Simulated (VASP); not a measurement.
Method: PBE GGA, VASP's PBE PAW potentials (set 64) (plane waves; VASP 6.6.1).

VASP ran on this input.

INCAR:
```
SYSTEM = MnS
PREC = Accurate
ENCUT = 520
EDIFF = 1E-7
NELM = 100
ALGO = Normal
LREAL = .FALSE.
LASPH = .TRUE.
ISMEAR = 0
SIGMA = 0.05
GGA = PE
LMAXMIX = 4
ISPIN = 2
MAGMOM = 4.1 -4.1 0.0 0.0
LORBIT = 10
LWAVE = .FALSE.
LCHARG = .FALSE.
ISIF = 4
IBRION = 2
NSW = 30
EDIFFG = -0.01
```

### POSCAR
```
MnS
1
    5.0762025946     2.5320635719     2.5320635719
    2.5320635719     5.0762025946     2.5320635719
    2.5320635719     2.5320635719     5.0762025946
Mn S
2 2
Direct
  0.0000000000   0.0000000000   0.0000000000
  0.5000000000   0.5000000000   0.5000000000
  0.2500000000   0.2500000000   0.2500000000
  0.7500000000   0.7500000000   0.7500000000
```

### KPOINTS
```
Automatic mesh
0
Gamma
7 7 7
0 0 0
```

POTCAR, in this order: Mn_pv S (PBE.64 set). Program: vasp_std.

Output of the run:

File OSZICAR:
```
       N       E                     dE             d eps       ncg     rms          rms(c)
DAV:   1     0.384336678174E+03    0.38434E+03   -0.21472E+04  4224   0.181E+03
DAV:   2     0.542980248414E+01   -0.37891E+03   -0.37374E+03  4069   0.489E+02
DAV:   3    -0.294422805702E+02   -0.34872E+02   -0.34434E+02  5792   0.136E+02
DAV:   4    -0.305570434596E+02   -0.11148E+01   -0.10843E+01  4657   0.226E+01
DAV:   5    -0.305820721896E+02   -0.25029E-01   -0.25024E-01  5176   0.394E+00    0.169E+01
DAV:   6    -0.284810977338E+02    0.21010E+01   -0.27310E+01  5287   0.487E+01    0.157E+01
DAV:   7    -0.284185228430E+02    0.62575E-01   -0.26407E+00  4939   0.191E+01    0.895E+00
DAV:   8    -0.284331334800E+02   -0.14611E-01   -0.32430E-01  5486   0.511E+00    0.431E+00
DAV:   9    -0.284208152182E+02    0.12318E-01   -0.59970E-02  5458   0.241E+00    0.352E-01
DAV:  10    -0.284230243504E+02   -0.22091E-02   -0.11130E-02  5070   0.697E-01    0.211E-01
DAV:  11    -0.284231663435E+02   -0.14199E-03   -0.78119E-04  4606   0.233E-01    0.125E-01
DAV:  12    -0.284232142093E+02   -0.47866E-04   -0.29225E-04  5071   0.928E-02    0.934E-02
DAV:  13    -0.284232413722E+02   -0.27163E-04   -0.21467E-05  4377   0.443E-02    0.483E-02
DAV:  14    -0.284232473349E+02   -0.59627E-05   -0.16906E-05  4440   0.370E-02    0.122E-02
DAV:  15    -0.284232485338E+02   -0.11989E-05   -0.85375E-07  4706   0.978E-03    0.338E-03
DAV:  16    -0.284232486011E+02   -0.67314E-07   -0.14646E-07  3699   0.274E-03
   1 F= -.28423249E+02 E0= -.28423249E+02  d E =-.284232E+02  mag=     0.0000
       N       E                     dE             d eps       ncg     rms          rms(c)
DAV:   1    -0.284243757199E+02   -0.11272E-02   -0.44725E-02  4090   0.178E+00    0.240E-01
DAV:   2    -0.284237896708E+02    0.58605E-03   -0.11352E-03  4616   0.342E-01    0.139E-01
DAV:   3    -0.284236050503E+02    0.18462E-03   -0.21865E-04  5661   0.163E-01    0.747E-02
DAV:   4    -0.284235765722E+02    0.28478E-04   -0.64989E-05  5290   0.631E-02    0.203E-02
DAV:   5    -0.284235769109E+02   -0.33870E-06   -0.30557E-06  4384   0.172E-02    0.129E-02
DAV:   6    -0.284235770967E+02   -0.18582E-06   -0.26157E-07  4154   0.441E-03    0.496E-03
DAV:   7    -0.284235771123E+02   -0.15553E-07   -0.63148E-08  3088   0.243E-03
   2 F= -.28423577E+02 E0= -.28423577E+02  d E =-.328511E-03  mag=    -0.0000
       N       E                     dE             d eps       ncg     rms          rms(c)
DAV:   1    -0.284257466872E+02   -0.21696E-02   -0.10967E-01  4076   0.279E+00    0.375E-01
DAV:   2    -0.284243116535E+02    0.14350E-02   -0.27883E-03  4576   0.533E-01    0.217E-01
DAV:   3    -0.284238594018E+02    0.45225E-03   -0.53351E-04  5642   0.253E-01    0.117E-01
DAV:   4    -0.284237896061E+02    0.69796E-04   -0.15942E-04  5299   0.100E-01    0.318E-02
DAV:   5    -0.284237904523E+02   -0.84623E-06   -0.77865E-06  4834   0.278E-02    0.202E-02
DAV:   6    -0.284237908836E+02   -0.43131E-06   -0.65317E-07  4766   0.686E-03    0.780E-03
DAV:   7    -0.284237909180E+02   -0.34405E-07   -0.13928E-07  3625   0.332E-03
   3 F= -.28423791E+02 E0= -.28423791E+02  d E =-.542317E-03  mag=     0.0000
```

OUTCAR:
```
------------------------ aborting loop because EDIFF is reached ----------------------------------------
  FORCE on cell =-STRESS in cart. coord.  units (eV):
  Direction    XX          YY          ZZ          XY          YZ          ZX
  --------------------------------------------------------------------------------------
  Total        0.9785660      0.9785660      0.9785660     -0.0033358     -0.0033358     -0.0033358
  in kB       23.8872943     23.8872943     23.8872943     -0.0814293     -0.0814293     -0.0814293
  external PRESSURE =      23.8872943 kB  Pullay stress =       0.0000000 kB
  volume of cell :       65.63
      direct lattice vectors                 reciprocal lattice vectors
     5.064540668  2.514515691  2.514515691     0.294459666 -0.097693356 -0.097693356
     2.514515691  5.064540668  2.514515691    -0.097693356  0.294459666 -0.097693356
     2.514515691  2.514515691  5.064540668    -0.097693356 -0.097693356  0.294459666
 POSITION                                       TOTAL-FORCE (eV/Angst)
 -----------------------------------------------------------------------------------
      0.00000      0.00000      0.00000         0.000000      0.000000     -0.000000
      5.04679      5.04679      5.04679        -0.000000      0.000000      0.000000
      2.52339      2.52339      2.52339         0.000000     -0.000000     -0.000000
      7.57018      7.57018      7.57018         0.000000     -0.000000     -0.000000
 -----------------------------------------------------------------------------------
    total drift:                                0.000000     -0.000000     -0.000000
  FREE ENERGIE OF THE ION-ELECTRON SYSTEM (eV)
  ---------------------------------------------------
  free  energy   TOTEN  =       -28.4237909180 eV

  energy  without entropy=      -28.4237909180  energy(sigma->0) =      -28.42379092

 total charge

# of ion       s       p       d       tot
------------------------------------------
    1        0.223   6.181   4.980  11.384
    2        0.223   6.181   4.980  11.384
    3        1.325   2.430   0.000   3.755
    4        1.325   2.430   0.000   3.755
--------------------------------------------------
tot          3.097  17.223   9.960  30.279

 magnetization (x)

# of ion       s       p       d       tot
------------------------------------------
    1        0.017   0.015   4.075   4.107
    2       -0.017  -0.015  -4.075  -4.107
    3        0.000   0.000   0.000   0.000
    4        0.000   0.000   0.000   0.000
--------------------------------------------------
tot          0.000   0.000  -0.000  -0.000

 reached required accuracy - stopping structural energy minimisation
```
(Selected blocks of OUTCAR.)

File CONTCAR:
```
MnS
   1.00000000000000
     5.0645406684658276    2.5145156914215741    2.5145156914215741
     2.5145156914215741    5.0645406684658276    2.5145156914215741
     2.5145156914215741    2.5145156914215741    5.0645406684658276
  Mn              S
     2     2
Direct
     0.0000000000000000    0.0000000000000000    0.0000000000000000
     0.5000000000000000    0.5000000000000000    0.5000000000000000
     0.2500000000000000    0.2500000000000000    0.2500000000000000
     0.7500000000000000    0.7500000000000000    0.7500000000000000
```

**OUTCAR**
```
 val. band max:        7.1357660660   @ k =   0.4286   0.4286   0.4286

 cond. band min:       7.8029211672   @ k =   0.4286  -0.0000  -0.0000


 Fermi energy:         7.4367864631

 spin component 1

 k-point     1 :       0.0000    0.0000    0.0000
  band No.  band energies     occupation
      1     -43.0268      1.00000
      2     -43.0251      1.00000
      3     -43.0251      1.00000
      4     -38.6210      1.00000
      5     -38.6210      1.00000
      6     -38.5974      1.00000
      7      -7.4296      1.00000
      8      -5.8793      1.00000
      9       0.3186      1.00000
     10       2.8403      1.00000
     11       2.8403      1.00000
     12       4.4110      1.00000
     13       4.4110      1.00000
     14       4.6273      1.00000
     15       5.6390      1.00000
     16       5.6390      1.00000
     17       5.7376      1.00000
     18       5.7995      1.00000
     19       5.7995      1.00000
     20       8.2787      0.00000
     21       8.2788      0.00000
     22       8.4405      0.00000
     23      10.0117      0.00000

 k-point     2 :       0.1429   -0.0000   -0.0000
  band No.  band energies     occupation
      1     -43.0267      1.00000
      2     -43.0266      1.00000
      3     -43.0255      1.00000
      4     -38.6232      1.00000
      5     -38.6216      1.00000
      6     -38.5970      1.00000
      7      -7.2260      1.00000
      8      -5.8338      1.00000
      9       0.6028      1.00000
     10       2.6433      1.00000
     11       2.8835      1.00000
     12       3.7982      1.00000
     13       4.1967      1.00000
     14       4.4951      1.00000
     15       4.6421      1.00000
     16       5.3027      1.00000
     17       5.4037      1.00000
     18       6.0406      1.00000
     19       6.6130      1.00000
     20       8.2246      0.00000
     21       8.4813      0.00000
     22       8.4919      0.00000
     23       9.2409      0.00000
...
```

The compound is MnS in the rock salt, AFM-II order structure. This cell is one point of a volume scan, at 0.97 of the reference volume. Symmetry was kept, so distortions that lower it aren't found.
